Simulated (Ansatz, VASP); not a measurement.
# Ga13P13H30 (GaP wire along [111], 26 atoms a period, H-terminated) in two plane-wave programs

One calculation is typed for both programs; each brings its own data sets. How far apart do they land? Of the first pair: The structure shown is the start of the Ansatz relaxation below; VASP solves that cell, so the two are compared at the walk's first step.

Main program and level: Ansatz 0.2.0; plane waves, with VASP 6.6.1 beside it; single point at PBE.

### Step 1. Set-up

The cell holds 56 atoms: 13 Ga, 13 P and 30 H. Cell: a = 17.172 Å, b = 16.386 Å, c = 9.544 Å, α = 90.0°, β = 90.0°, γ = 90.0°. Vacuum lies along a and b. The structure's axis is c.

### Step 2. Ansatz: relaxation, PBE

Ansatz runs on its PAW soft_1 files.

The two programs are compared at the cell with which this relaxation starts, whose forces are those of its first step.

Contents of input.yaml:

```yaml
crystal:
  lattice:
    - [17.172, 0.0, 0.0]
    - [0.0, 16.386, 0.0]
    - [0.0, 0.0, 9.5435999497]
  atoms:
    - { symbol: Ga, position: [0.386567888, 0.435682068, 0.0] }
    - { symbol: Ga, position: [0.500012984, 0.641600054, 0.0] }
    - { symbol: P, position: [0.386567888, 0.435682068, 0.25] }
    - { symbol: P, position: [0.500012984, 0.641600054, 0.25] }
    - { symbol: P, position: [0.61345808, 0.435682068, 0.25] }
    - { symbol: H, position: [0.311441835, 0.61841533, 0.278148008] }
    - { symbol: H, position: [0.500012984, 0.276133531, 0.278148008] }
    - { symbol: H, position: [0.688584134, 0.61841533, 0.278148008] }
    - { symbol: H, position: [0.318574055, 0.394542774, 0.299946212] }
    - { symbol: H, position: [0.500012984, 0.723878641, 0.299946212] }
    - { symbol: H, position: [0.681451913, 0.394542774, 0.299946212] }
    - { symbol: Ga, position: [0.386567888, 0.572960725, 0.333333333] }
    - { symbol: Ga, position: [0.500012984, 0.367042739, 0.333333333] }
    - { symbol: Ga, position: [0.61345808, 0.572960725, 0.333333333] }
    - { symbol: P, position: [0.386567888, 0.572960725, 0.583333333] }
    - { symbol: P, position: [0.500012984, 0.367042739, 0.583333333] }
    - { symbol: P, position: [0.61345808, 0.572960725, 0.583333333] }
    - { symbol: H, position: [0.197996739, 0.549776001, 0.611481341] }
    - { symbol: H, position: [0.273122793, 0.413412188, 0.611481341] }
    - { symbol: H, position: [0.311441835, 0.343858015, 0.611481341] }
    - { symbol: H, position: [0.311441835, 0.755693987, 0.611481341] }
    - { symbol: H, position: [0.386567888, 0.207494202, 0.611481341] }
    - { symbol: H, position: [0.461693942, 0.755693987, 0.611481341] }
    - { symbol: H, position: [0.538332026, 0.755693987, 0.611481341] }
    - { symbol: H, position: [0.61345808, 0.207494202, 0.611481341] }
    - { symbol: H, position: [0.688584134, 0.755693987, 0.611481341] }
    - { symbol: H, position: [0.688584134, 0.343858015, 0.611481341] }
    - { symbol: H, position: [0.726903175, 0.413412188, 0.611481341] }
    - { symbol: H, position: [0.802029229, 0.549776001, 0.611481341] }
    - { symbol: Ga, position: [0.273122793, 0.504321397, 0.666666667] }
    - { symbol: Ga, position: [0.386567888, 0.298403411, 0.666666667] }
    - { symbol: Ga, position: [0.386567888, 0.710239383, 0.666666667] }
    - { symbol: Ga, position: [0.500012984, 0.504321397, 0.666666667] }
    - { symbol: Ga, position: [0.61345808, 0.710239383, 0.666666667] }
    - { symbol: Ga, position: [0.61345808, 0.298403411, 0.666666667] }
    - { symbol: Ga, position: [0.726903175, 0.504321397, 0.666666667] }
    - { symbol: P, position: [0.273122793, 0.504321397, 0.916666667] }
    - { symbol: P, position: [0.386567888, 0.298403411, 0.916666667] }
    - { symbol: P, position: [0.386567888, 0.710239383, 0.916666667] }
    - { symbol: P, position: [0.500012984, 0.504321397, 0.916666667] }
    - { symbol: P, position: [0.61345808, 0.710239383, 0.916666667] }
    - { symbol: P, position: [0.61345808, 0.298403411, 0.916666667] }
    - { symbol: P, position: [0.726903175, 0.504321397, 0.916666667] }
    - { symbol: H, position: [0.205128959, 0.463182103, 0.966612879] }
    - { symbol: H, position: [0.273122793, 0.586599984, 0.966612879] }
    - { symbol: H, position: [0.318574055, 0.257264117, 0.966612879] }
    - { symbol: H, position: [0.318574055, 0.669100089, 0.966612879] }
    - { symbol: H, position: [0.386567888, 0.79251797, 0.966612879] }
    - { symbol: H, position: [0.454561722, 0.257264117, 0.966612879] }
    - { symbol: H, position: [0.545464246, 0.257264117, 0.966612879] }
    - { symbol: H, position: [0.61345808, 0.79251797, 0.966612879] }
    - { symbol: H, position: [0.681451913, 0.669100089, 0.966612879] }
    - { symbol: H, position: [0.681451913, 0.257264117, 0.966612879] }
    - { symbol: H, position: [0.726903175, 0.586599984, 0.966612879] }
    - { symbol: H, position: [0.794897009, 0.463182103, 0.966612879] }
    - { symbol: Ga, position: [0.61345808, 0.435682068, 0.0] }
kpoints:
  mp_grid: { grid: [1, 1, 9] }
scf:
  occupations: { method: fermi_dirac, width: 0.05 }
hamiltonian:
  xc: pbe
  pseudopotentials: { kind: paw, azcp: { folder: soft_1 } }
relax:
  cell: { fix: [a, b, alpha, beta, gamma] }
  max_steps: 45
  f_tol: 0.03
```

Command:

```bash
$ ansatz run input.yaml --threads 4 --pin off --max-ram 16384MiB --backend cpu --events-out ev --progress --plain --runs-dir out
```

Numbers of over 12 decimals in the logs are rounded to 6 here.

What it wrote:

```text
Engine: ansatz 0.2.0, aarch64-unknown-linux-gnu
Pseudopotentials: kind: paw
Pseudopotential: Ga, paw, valence charge 13, recommended cutoff 420 eV (normal), soft_1/Ga.paw.azcp
Pseudopotential: P, paw, valence charge 5, recommended cutoff 420 eV (normal), soft_1/P.paw.azcp
Pseudopotential: H, paw, valence charge 1, recommended cutoff 420 eV (normal), soft_1/H.paw.azcp
Functional definition: PBE
  parameter kappa = 0.804
  parameter beta = 0.066725
  exchange = pbe_x(kappa = kappa, mu = beta*pi^2/3)
  correlation = pbe_c(beta = beta)
Crystal: 56 atoms, lattice volume = 2685.382 Å³
Basis set: ecut = 420 eV, 52413 PW (Γ), exchange–correlation on 240×240×128 points (8 copies of the dense FFT grid, shifted against one another)
Bands: 188, of which v1, the nominal top of the filled ones, is band 132 counted from 1 (131 counted from 0)
Symmetry: 2 space group operations
Space group: Pm (ITA 6), of the structure as read, at distance tolerance 1.4e-4 Å
k-points: 5 of 9 (time reversal used)
Non-local potential: Ga, projectors of the file, l = 0: 2, l = 1: 2, l = 2: 3, l = 3: 1
Non-local potential: P, projectors of the file, l = 0: 2, l = 1: 2, l = 2: 1
Non-local potential: H, projectors of the file, l = 0: 2, l = 1: 1
PAW form: soft (Blöchl's): semilocal exchange-correlation on the pseudo side does not see the compensation charge
PAW one-centre angular grid: Ga, 590 points (default); XC on 64 Gauss nodes
PAW one-centre angular grid: P, 110 points (default); XC on 64 Gauss nodes
PAW one-centre angular grid: H, 110 points (default); XC on 64 Gauss nodes
Initial density: superposition of atomic densities (neutral atoms: chi_scale 0, normalization atom)
Initial wavefunctions: pseudopotential atomic-orbital guess
Functional: x = pbe(κ = 0.804, μ = 0.219515), c = pbe(β = 0.066725)
SCF iter   1: F=—  HF=-59490.449332 eV  |F-HF|=—  |Δ(HF+E_count)|=         —  Δρ=3.63e-2  dr2=3.63e1  ethr=3.10e-3  ⟨swp⟩=8.8  Hψ=4917  notcnv=0  defer=117
preconditioner: auto → Resta (q_TF=auto, 1.853 Å⁻¹)  ε∞=1.7  [insulator: Δε(μ)=3.359 eV  Ē_g=13.969 eV  σ=0.050 eV  W_gap=1.00  n_scr=282 (ndim 8)  ℏωp=11.6 eV  f_vac=0.618  D(μ)=0.00/eV (n_scr^D=0)  ε∞_Penn≈1.7  vacuum switching on, ρ_ref=1.4e-2 e/Å³]
SCF iter   2: F=—  HF=-59480.248481 eV  |F-HF|=—  |Δ(HF+E_count)|=    1.02e1  Δρ=1.59e-2  dr2=5.97e0  ethr=3.10e-3  ⟨swp⟩=4.0  Hψ=2090  notcnv=0  defer=255
SCF iter   3: F=—  HF=-59478.991087 eV  |F-HF|=—  |Δ(HF+E_count)|=    1.26e0  Δρ=4.19e-3  dr2=1.01e0  ethr=2.26e-3  ⟨swp⟩=3.2  Hψ=1874  notcnv=0  defer=217
SCF iter   4: F=—  HF=-59478.697149 eV  |F-HF|=—  |Δ(HF+E_count)|=   2.94e-1  Δρ=1.51e-3  dr2=5.79e-2  ethr=3.81e-4  ⟨swp⟩=4.2  Hψ=1568  notcnv=0  defer=217
SCF iter   5: F=—  HF=-59478.699334 eV  |F-HF|=—  |Δ(HF+E_count)|=   2.19e-3  Δρ=4.55e-4  dr2=5.58e-3  ethr=2.19e-5  ⟨swp⟩=2.0  Hψ=1808  notcnv=0  defer=217
SCF iter   6: F=—  HF=-59478.700353 eV  |F-HF|=—  |Δ(HF+E_count)|=   1.02e-3  Δρ=1.65e-4  dr2=7.91e-4  ethr=2.11e-6  ⟨swp⟩=2.0  Hψ=1383  notcnv=0  defer=217
SCF iter   7: F=—  HF=-59478.700720 eV  |F-HF|=—  |Δ(HF+E_count)|=   3.67e-4  Δρ=5.69e-5  dr2=1.67e-4  ethr=3.00e-7  ⟨swp⟩=2.0  Hψ=1308  notcnv=0  defer=217
SCF iter   8: F=—  HF=-59478.700761 eV  |F-HF|=—  |Δ(HF+E_count)|=   4.12e-5  Δρ=1.76e-5  dr2=9.02e-6  ethr=6.33e-8  ⟨swp⟩=2.0  Hψ=1373  notcnv=0  defer=217
SCF iter   9: F=—  HF=-59478.700888 eV  |F-HF|=—  |Δ(HF+E_count)|=   1.27e-4  Δρ=8.82e-6  dr2=3.06e-6  ethr=3.42e-9  ⟨swp⟩=3.0  Hψ=1409  notcnv=0  defer=217
SCF iter  10: F=—  HF=-59478.700889 eV  |F-HF|=—  |Δ(HF+E_count)|=   9.04e-7  Δρ=2.62e-6  dr2=3.91e-7  ethr=1.16e-9  ⟨swp⟩=2.0  Hψ=1308  notcnv=0  defer=217
SCF iter  11: F=-59478.700889 eV  HF=-59478.700889 eV  |F-HF|=8.99e-9  |Δ(HF+E_count)|=   1.64e-7  Δρ=9.39e-7  dr2=3.09e-8  ethr=3.79e-11  ⟨swp⟩=5.0  Hψ=3139  notcnv=0
SCF 1 converged in 11 iterations: F = -59478.700889 eV  dr2 = 3.09e-8
  greatest PAW one-centre occupation: 0.994 electrons in one spin orbital (limit 2), on the Ga atom at site 0 (counted from 0), in its partial waves of l = 2
relax step   1: F+E_penalty+E_count = -59478.70088928 eV  Δ(F+E_penalty+E_count) = +0.000e0 eV  max|allowed force component| = 1.192e0 eV/Å  Δτ_max = 0.0000 Å  P = +0.221 GPa  Ω = 2685.382 Å³  fix = [a, b, alpha, beta, gamma]  reactions: a +0.303, b +0.306 GPa; alpha -0.001 GPa/rad  (11 SCF iters, dr2 threshold 1.00e-7 eV, accepted)
Crystal: 56 atoms, lattice volume = 2685.003 Å³
Initial density: handed on by an earlier stage of this run
Initial wavefunctions: those handed on with the density
iter 1 solved again at ethr=6.38e-4 eV; its pass at ethr=3.10e-3 eV (dr2=1.68e0 eV) is discarded
SCF iter   1: F=—  HF=-59482.010788 eV  |F-HF|=—  |Δ(HF+E_count)|=         —  Δρ=1.03e-2  dr2=1.69e0  ethr=6.38e-4  ⟨swp⟩=5.2  Hψ=5278  notcnv=0
[...]
Fermi energy:    -1.600461 eV
--- Per-component energies (eV) ---
  E_band       = -3132.858463
  E_kinetic    = 2729.668306
  E_local      = -94753.369472  (includes V_loc(G=0)·N_el)
  E_nonlocal   = -768.025592
  E_hartree    = 48461.688171
  E_xc         = -2025.409859
  E_vxc        = -1847.083021  (∫ρ·V_xc dr)
  E_paw        = -33164.916211  (= ΣΔE_a)
  E_vpaw       = -5417.392529  (= ΣTr[D̂ρ^β])
  E_aug_tail   = -0.031681  (compensation charges beyond the density's cutoff)
  E_ewald      = 20037.563776
  E_smearing   = -0.000000  (= −TS)
  E_closure    = 0.000000  (closes the sum)
  Σ components = -59482.832562   (vs F -59482.832562, Δ=0.00e0)
--- Forces (eV/Å), atoms counted from 1 ---
  atom   1  Ga     0.02386977     0.01446976    -0.00951505
  atom   2  Ga     0.00000000    -0.02895574    -0.00918140
  atom   3  P     -0.00314747    -0.00357270     0.00092180
  atom   4  P     -0.00000000     0.00484782    -0.00024762
  atom   5  P      0.00314747    -0.00357270     0.00092180
  atom   6  H      0.00181183    -0.00093642     0.00165527
  atom   7  H     -0.00000000     0.00173329     0.00146222
  atom   8  H     -0.00181183    -0.00093642     0.00165527
  atom   9  H      0.00001450     0.00136011     0.00508250
  atom  10  H      0.00000000    -0.00107204     0.00588665
  atom  11  H     -0.00001450     0.00136011     0.00508250
  atom  12  Ga    -0.00768748     0.00379199    -0.00394899
  atom  13  Ga     0.00000000    -0.00651696    -0.00522377
  atom  14  Ga     0.00768748     0.00379199    -0.00394899
  atom  15  P     -0.00130814     0.00113068     0.00338470
  atom  16  P      0.00000000    -0.00303340     0.00318493
  atom  17  P      0.00130814     0.00113068     0.00338470
  atom  18  H      0.00414665    -0.00317398    -0.00170159
  atom  19  H     -0.00069768    -0.00134486    -0.00478664
  atom  20  H     -0.00190002     0.00005900    -0.00344203
  atom  21  H      0.00511736    -0.00191930    -0.00153646
  atom  22  H     -0.00113495     0.00545111    -0.00142346
  atom  23  H      0.00051738     0.00117608    -0.00440476
  atom  24  H     -0.00051738     0.00117608    -0.00440476
[...]
atom  49  H     -0.01080943     0.00757820    -0.00811909
  atom  50  H      0.01080943     0.00757820    -0.00811909
  atom  51  H      0.00342329    -0.00995560    -0.00865149
  atom  52  H     -0.01316298     0.00516967    -0.00723023
  atom  53  H     -0.01010014     0.00219113    -0.00810097
  atom  54  H     -0.00247122    -0.01372422    -0.00597305
  atom  55  H     -0.00613444     0.00766923    -0.00845929
  atom  56  Ga    -0.02386977     0.01446976    -0.00951505
  max |Σ_I F_I| component: 6.12e-6 eV/Å
--- Stress (GPa, compression-positive) ---
       -0.005573       0.000000      -0.000000
        0.000000      -0.007328       0.001083
       -0.000000       0.001083       0.001031
  P = ⅓ Tr σ = -0.0040 GPa (-0.040 kbar)
--- Relaxed structure (8 steps of the walk, 8 accepted, 1 SCFs on fresh bases) ---
  F+E_penalty+E_count = -59482.83256210 eV   max|allowed force component| = 2.896e-2 eV/Å   (the final SCF, on the basis selected at the relaxed cell)
  cell:  # Å, volume = 2660.8412 Å³
    - [17.172, 0, 0]
    - [0, 16.386, 0]
    - [0, 0, 9.456385]
  atoms:
    - { symbol: Ga, position: [0.388050, 0.436709, 0.00571501] }
    - { symbol: Ga, position: [0.500013, 0.639934, 0.00565638] }
    - { symbol: P, position: [0.392954, 0.439526, 0.254964] }
    - { symbol: P, position: [0.500013, 0.633904, 0.254936] }
    - { symbol: P, position: [0.607072, 0.439526, 0.254964] }
    - { symbol: H, position: [0.308219, 0.620288, 0.270033] }
    - { symbol: H, position: [0.500013, 0.272190, 0.270025] }
    - { symbol: H, position: [0.691807, 0.620288, 0.270033] }
    - { symbol: H, position: [0.324200, 0.397877, 0.298134] }
    - { symbol: H, position: [0.500013, 0.717108, 0.298213] }
    - { symbol: H, position: [0.675826, 0.397877, 0.298134] }
    - { symbol: Ga, position: [0.379823, 0.577060, 0.341197] }
    - { symbol: Ga, position: [0.500013, 0.358822, 0.341139] }
    - { symbol: Ga, position: [0.620203, 0.577060, 0.341197] }
    - { symbol: P, position: [0.383261, 0.574904, 0.590272] }
    - { symbol: P, position: [0.500013, 0.362965, 0.590247] }
    - { symbol: P, position: [0.616765, 0.574904, 0.590272] }
    - { symbol: H, position: [0.196346, 0.588972, 0.639178] }
    - { symbol: H, position: [0.244365, 0.430669, 0.591971] }
    - { symbol: H, position: [0.311470, 0.308607, 0.591315] }
    - { symbol: H, position: [0.278076, 0.737351, 0.639355] }
    - { symbol: H, position: [0.418400, 0.186219, 0.639886] }
    - { symbol: H, position: [0.432881, 0.773032, 0.591421] }
    - { symbol: H, position: [0.567145, 0.773032, 0.591421] }
    - { symbol: H, position: [0.581626, 0.186219, 0.639886] }
    - { symbol: H, position: [0.721950, 0.737351, 0.639355] }
    - { symbol: H, position: [0.688556, 0.308607, 0.591315] }
    - { symbol: H, position: [0.755661, 0.430669, 0.591971] }
    - { symbol: H, position: [0.803679, 0.588972, 0.639178] }
    - { symbol: Ga, position: [0.257911, 0.518985, 0.648057] }
    - { symbol: Ga, position: [0.391182, 0.277085, 0.648138] }
    - { symbol: Ga, position: [0.366755, 0.716689, 0.648016] }
    - { symbol: Ga, position: [0.500013, 0.504289, 0.658212] }
    - { symbol: Ga, position: [0.633271, 0.716689, 0.648016] }
    - { symbol: Ga, position: [0.608844, 0.277085, 0.648138] }
    - { symbol: Ga, position: [0.742115, 0.518985, 0.648057] }
    - { symbol: P, position: [0.273711, 0.496310, 0.905313] }
    - { symbol: P, position: [0.380093, 0.303128, 0.905222] }
    - { symbol: P, position: [0.393596, 0.713881, 0.905188] }
    - { symbol: P, position: [0.500013, 0.504400, 0.914615] }
    - { symbol: P, position: [0.606430, 0.713881, 0.905188] }
    - { symbol: P, position: [0.619933, 0.303128, 0.905222] }
    - { symbol: P, position: [0.726315, 0.496310, 0.905313] }
    - { symbol: H, position: [0.212363, 0.447851, 0.961764] }
    - { symbol: H, position: [0.259301, 0.567319, 0.987531] }
    - { symbol: H, position: [0.309356, 0.271639, 0.961547] }
    - { symbol: H, position: [0.327760, 0.691603, 0.987670] }
    - { symbol: H, position: [0.403077, 0.793857, 0.961275] }
    - { symbol: H, position: [0.431534, 0.254634, 0.987686] }
    - { symbol: H, position: [0.568492, 0.254634, 0.987686] }
    - { symbol: H, position: [0.596949, 0.793857, 0.961275] }
    - { symbol: H, position: [0.672266, 0.691603, 0.987670] }
    - { symbol: H, position: [0.690670, 0.271639, 0.961547] }
    - { symbol: H, position: [0.740725, 0.567319, 0.987531] }
    - { symbol: H, position: [0.787663, 0.447851, 0.961764] }
    - { symbol: Ga, position: [0.611976, 0.436709, 0.00571501] }
```

Reading the cycles: dr2 is the Hartree energy of the density residual (eV), the measure of convergence; HF is the Harris–Foulkes estimate of the energy, which meets the free energy F at convergence.

(Part 1 of 3 ends here.)

[Lines on the potential files, build, host, timing and source positions are cut from VASP's logs without a mark.]

[Logs are printed without paths, hosts, clocks, repeated set-up lines and the standing remarks that a program may print on its own settings, such as how far it seeks lower states.]

[Hosts, paths, dates, database ids (printed as entryN), source tags and the programs' standing remarks are cut or masked in the printed files.]
